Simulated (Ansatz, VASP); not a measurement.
# Cross-check of TiTe2 between VASP and Ansatz, part 2 of 2

One calculation is typed for both programs; each brings its own data sets. How far apart do they land? The cell is taken from a series of runs on this material, whose earlier steps may have relaxed, scaled, displaced or heated it; both programs get it as it stands.

VASP 6.6.1 and Ansatz 0.2.0.

So far: Starting point; VASP: zone-centre phonons, PBE with D3(BJ).

**3. Ansatz: zone-centre phonons, PBE with D3(BJ)**

Level of this step: Ansatz beside VASP: Kohn-Sham DFT, plane waves, PBE with D3(BJ) (Ansatz).

Ansatz runs on its PAW soft_1 files.

The same cell, functional, mesh and smearing now go to Ansatz, which takes its cutoff from its data sets.

input.yaml reads:

```yaml
crystal:
  lattice:
    - [3.7111603292, 0.0, 0.0]
    - [-1.8555801646, 3.2139591225, 0.0]
    - [0.0, 0.0, 6.4318840517]
  atoms:
    - { symbol: Ti, position: [0.0, 0.0, 0.0] }
    - { symbol: Te, position: [0.6666666667, 0.3333333333, 0.2689463286] }
    - { symbol: Te, position: [0.3333333333, 0.6666666667, 0.7310536714] }
kpoints:
  mp_grid: { grid: [15, 15, 8] }
hamiltonian:
  xc: pbe
  dispersion: d3bj
  pseudopotentials: { kind: paw, azcp: { folder: soft_1 } }
scf:
  occupations: { method: methfessel_paxton, width: 0.2 }
output:
  eigenvalues: true
phonons:
  method: dfpt
```

Started as:

```
$ ansatz run input.yaml --threads 4 --pin off --max-ram 8192MiB --backend cpu --events-out ev --progress --plain --runs-dir out
```

Numbers of over 12 decimals in the logs are rounded to 6 here.

The program printed:

```text
Engine: ansatz 0.2.0, x86_64-unknown-linux-gnu
Pseudopotentials: kind: paw
Pseudopotential: Ti, paw, valence charge 12, recommended cutoff 420 eV (normal), soft_1/Ti.paw.azcp
Pseudopotential: Te, paw, valence charge 16, recommended cutoff 420 eV (normal), soft_1/Te.paw.azcp
Functional definition: PBE
  parameter kappa = 0.804
  parameter beta = 0.066725
  exchange = pbe_x(kappa = kappa, mu = beta*pi^2/3)
  correlation = pbe_c(beta = beta)
Crystal: 3 atoms, lattice volume = 76.716 Å³
Basis set: ecut = 420 eV, 1485 PW (Γ), exchange–correlation on 50×50×90 points (8 copies of the dense FFT grid, shifted against one another)
Bands: 27, of which v1, the nominal top of the filled ones, is band 22 counted from 1 (21 counted from 0)
Symmetry: 12 space group operations
k-points: 488 of 1800 (irreducible under 2 space group operations, time reversal used)
Non-local potential: Ti, projectors of the file, l = 0: 3, l = 1: 2, l = 2: 3, l = 3: 1
Non-local potential: Te, projectors of the file, l = 0: 2, l = 1: 2, l = 2: 2, l = 3: 1
PAW form: soft (Blöchl's): semilocal exchange-correlation on the pseudo side does not see the compensation charge
PAW one-centre angular grid: Ti, 590 points (default); XC on 64 Gauss nodes
PAW one-centre angular grid: Te, 590 points (default); XC on 64 Gauss nodes
Initial density: superposition of atomic densities (chi_scale 0.1, normalization cell, long waves kept (reshape's long-wave potential 0.05 eV rms))
Initial wavefunctions: pseudopotential atomic-orbital guess
Functional: x = pbe(κ = 0.804, μ = 0.219515), c = pbe(β = 0.066725)
SCF iter   1: F=—  HF=-16466.715563 eV  |F-HF|=—  |Δ(HF+E_count)|=         —  Δρ=1.41e-1  dr2=4.46e1  ethr=3.10e-3  ⟨swp⟩=5.5  Hψ=55076  notcnv=0
preconditioner: auto → Kerker (q_TF=auto, 2.487 Å⁻¹)  [metal: Δε(μ)=0.008 eV  Ē_g=5.684 eV  σ=0.200 eV  W_gap=0.03  n_scr=22 (ndim 8)  ℏωp=17.0 eV  f_vac=0.000  D(μ)=1.90/eV (n_scr^D=10)]
SCF iter   2: F=—  HF=-16464.691758 eV  |F-HF|=—  |Δ(HF+E_count)|=    2.02e0  S|Δr|=    0.00e0  Δρ=7.61e-2  dr2=1.57e1  ethr=3.10e-3  ⟨swp⟩=2.7  Hψ=19577  notcnv=0  defer=28
SCF iter   3: F=—  HF=-16463.431217 eV  |F-HF|=—  |Δ(HF+E_count)|=    1.26e0  S|Δr|=    0.00e0  Δρ=1.60e-2  dr2=7.71e-1  ethr=3.10e-3  ⟨swp⟩=3.0  Hψ=19492  notcnv=0  defer=28
SCF iter   4: F=—  HF=-16463.369529 eV  |F-HF|=—  |Δ(HF+E_count)|=   6.17e-2  S|Δr|=    0.00e0  Δρ=3.97e-3  dr2=2.72e-2  ethr=1.75e-3  ⟨swp⟩=1.9  Hψ=17087  notcnv=0
SCF iter   5: F=—  HF=-16463.369458 eV  |F-HF|=—  |Δ(HF+E_count)|=   7.17e-5  S|Δr|=    0.00e0  Δρ=1.72e-3  dr2=3.97e-3  ethr=6.19e-5  ⟨swp⟩=2.0  Hψ=16219  notcnv=0
SCF iter   6: F=—  HF=-16463.369899 eV  |F-HF|=—  |Δ(HF+E_count)|=   4.42e-4  S|Δr|=    0.00e0  Δρ=7.06e-4  dr2=5.30e-4  ethr=9.02e-6  ⟨swp⟩=2.0  Hψ=17034  notcnv=0
SCF iter   7: F=—  HF=-16463.369957 eV  |F-HF|=—  |Δ(HF+E_count)|=   5.78e-5  S|Δr|=    0.00e0  Δρ=3.53e-4  dr2=1.50e-4  ethr=1.20e-6  ⟨swp⟩=2.5  Hψ=20319  notcnv=0
SCF iter   8: F=—  HF=-16463.369960 eV  |F-HF|=—  |Δ(HF+E_count)|=   3.25e-6  S|Δr|=    0.00e0  Δρ=1.16e-4  dr2=1.65e-5  ethr=3.40e-7  ⟨swp⟩=2.6  Hψ=18986  notcnv=0
SCF iter   9: F=—  HF=-16463.369957 eV  |F-HF|=—  |Δ(HF+E_count)|=   3.03e-6  S|Δr|=    0.00e0  Δρ=2.42e-5  dr2=3.87e-7  ethr=3.75e-8  ⟨swp⟩=3.0  Hψ=25694  notcnv=0
SCF iter  10: F=—  HF=-16463.369958 eV  |F-HF|=—  |Δ(HF+E_count)|=   6.57e-7  S|Δr|=    0.00e0  Δρ=6.62e-6  dr2=4.61e-8  ethr=8.80e-10  ⟨swp⟩=2.2  Hψ=18771  notcnv=0
SCF iter  11: F=—  HF=-16463.369958 eV  |F-HF|=—  |Δ(HF+E_count)|=   1.07e-8  S|Δr|=    0.00e0  Δρ=2.46e-6  dr2=6.69e-9  ethr=1.05e-10  ⟨swp⟩=2.5  Hψ=16987  notcnv=0
SCF iter  12: F=—  HF=-16463.369958 eV  |F-HF|=—  |Δ(HF+E_count)|=   1.60e-9  S|Δr|=    0.00e0  Δρ=6.01e-7  dr2=4.20e-10  ethr=1.52e-11  ⟨swp⟩=2.0  Hψ=17021  notcnv=0
SCF iter  13: F=—  HF=-16463.369958 eV  |F-HF|=—  |Δ(HF+E_count)|=  7.28e-11  S|Δr|=    0.00e0  Δρ=1.64e-7  dr2=2.55e-11  ethr=1.00e-12  ⟨swp⟩=2.0  Hψ=16370  notcnv=0
SCF iter  14: F=-16463.369958 eV  HF=-16463.369958 eV  |F-HF|=3.64e-12  |Δ(HF+E_count)|=  1.09e-11  S|Δr|=    0.00e0  Δρ=4.86e-8  dr2=2.27e-12  ethr=1.00e-12  ⟨swp⟩=6.0  Hψ=56519  notcnv=0
SCF 1 converged in 14 iterations: F = -16463.369958 eV  dr2 = 2.27e-12
  greatest PAW one-centre occupation: 0.999 electrons in one spin orbital (limit 2), on the Ti atom at site 0 (counted from 0), in its partial waves of l = 0
DFPT response loops at Γ: preconditioner auto → Kerker (q_TF=auto, 2.487 Å⁻¹) (partly filled bands, converged f_vac=0.008); β = 1.00, the filter's whole step (`scf.mixing.beta` (0.50) is not read by the response loops under this deck's `scf.mixing.preconditioner`; to damp them name `kerker` or `kerker_dos`, under which they read `scf.mixing.beta`, and type it under 1.00, their step now; both keys bind the ground state too); Broyden in place of MSR1
SCF converged after 14 iterations
Stability not checked: this state was not tested for a lower state beside it, because cold or Methfessel-Paxton smearing, or corrected tetrahedra, fill the levels in a way that the test cannot read (fill_not_monotonic; see scf.lower_state_search)
Free energy (F): -16463.369958 eV
Harris-Foulkes:  -16463.369958 eV  (|F-HF|=3.64e-12)
Internal energy: -16463.371185 eV  (E = F + TS)
E sigma→0 (E₀):  -16463.370265 eV
Entropy (-TS):   0.001227 eV (0.409 meV/atom)
Fermi energy:    11.001135 eV
--- Per-component energies (eV) ---
  E_band       = -639.816747
  E_kinetic    = 625.840603
  E_local      = -4062.606419  (includes V_loc(G=0)·N_el)
  E_nonlocal   = 193.641362
  E_hartree    = 1960.516071
  E_xc         = -361.521713
  E_vxc        = -350.029810  (∫ρ·V_xc dr)
  E_paw        = -10385.887120  (= ΣΔE_a)
  E_vpaw       = -967.694747  (= ΣTr[D̂ρ^β])
  E_aug_tail   = 0.000104  (compensation charges beyond the density's cutoff)
  E_ewald      = -4431.810107
  E_disp       = -1.543966  (pairwise vdW)
  E_smearing   = 0.001227  (= −TS)
  E_closure    = -0.000000  (closes the sum)
  Σ components = -16463.369958   (vs F -16463.369958, Δ=0.00e0)
--- Band table (eV; the first three rows and the last of 488) ---
  k-point 0: bands = [... 18 lower, 9.3746, 11.2371, 11.4179, 11.4179, 11.6055, 12.2205, 12.2205, 14.0778, ... 1 higher]
  k-point 1: bands = [... 18 lower, 9.3865, 10.7347, 11.4159, 11.4159, 11.8122, 12.1551, 12.1551, 14.1601, ... 1 higher]
  k-point 2: bands = [... 18 lower, 9.4162, 9.8516, 11.4112, 11.4112, 11.9569, 12.0112, 12.0112, 14.3473, ... 1 higher]
  k-point 487: bands = [... 18 lower, 7.8558, 8.2964, 8.8576, 9.5338, 11.6579, 12.4112, 12.5462, 12.9733, ... 1 higher]
--- Phonons (Γ-DFPT): 4 representative perturbations + reference, on 488 of 1800 k-points (Σ response iterations 14) ---
  k mesh reduced under 2 symmetry operations, with k and −k counted as one. Each operation leaves every solved perturbation unchanged. A smaller set is not used because it would not reduce the number of displacements times k-points to solve
  ASR residual: 2.185e-5 → 0.000e0 eV/Å²; symmetrization residual: 3.865e-6 eV/Å²
  pairwise dispersion correction: d3bj (s6 = 1.0, s8 = 0.7875, a1 = 0.4289, a2_bohr = 4.4407), with the weights of each atom's references fixed at the reference crystal's, and the forces and stress that the weights' published response gives there kept as a pressure on the atom's counted neighbours (hamiltonian.dispersion)
  ASR residual per site (eV/Å²): 1.36e-5 2.18e-5 2.18e-5
  Γ frequencies (cm⁻¹): 0.00 0.00 0.00 100.66 100.66 148.18 184.15 184.15 278.01
  non-analytic LO–TO correction: not included (Born effective charges unavailable; polar crystals: no LO–TO splitting at Γ)
```

Reading the cycles: dr2 is the Hartree energy of the density residual (eV), the measure of convergence; HF is the Harris–Foulkes estimate of the energy, which meets the free energy F at convergence.

**4. Side by side**

Known differences besides the potentials themselves: the data sets hold 44 valence electrons in Ansatz (on its PAW soft_1 files) and 24 in VASP; the cutoff is 420 eV in Ansatz and 500 eV in VASP; Ansatz takes the dispersion share of the force constants at frozen C6 weights, VASP differentiates the full forces; VASP uses finite displacements, Ansatz perturbation theory. Total energies have different zeros and are not compared.

The two programs side by side:

```tsv
quantity	Ansatz	VASP	difference
optical mode 1 to 2 (cm⁻¹)	100.7	100.7	+0.01 %
optical mode 3 (cm⁻¹)	148.2	148.0	+0.10 %
optical mode 4 to 5 (cm⁻¹)	184.2	184.6	-0.23 %
optical mode 6 (cm⁻¹)	278.0	278.2	-0.06 %
```

Modes are paired by rising frequency, not by their patterns, so a pair may set unlike modes beside each other; they are those without the splitting of longitudinal modes.

**5. What came out**

```yaml
r_m_s_difference_of_the_optical_zone_centre_modes_each_program_s_sorted_by_frequency_zone_centre_phonons_pbe_with_d3_bj: 0.26 cm⁻¹
```

In words: The r.m.s. difference of the optical zone-centre modes, each program's sorted by frequency is 0.26 cm⁻¹ (zone-centre phonons, PBE with D3(BJ)). The data sets hold unlike numbers of valence electrons (44 in Ansatz and 24 in VASP), so part of the differences comes from the potentials. How closely two codes agree says nothing of how well the functional describes the real material.

[Lines on the potential files, build, host, timing and source positions are cut from VASP's logs without a mark.]

[Logs are printed without paths, hosts, clocks, repeated set-up lines and the standing remarks that a program may print on its own settings, such as how far it seeks lower states.]

[Hosts, paths, dates, database ids (printed as entryN), source tags and the programs' standing remarks are cut or masked in the printed files.]
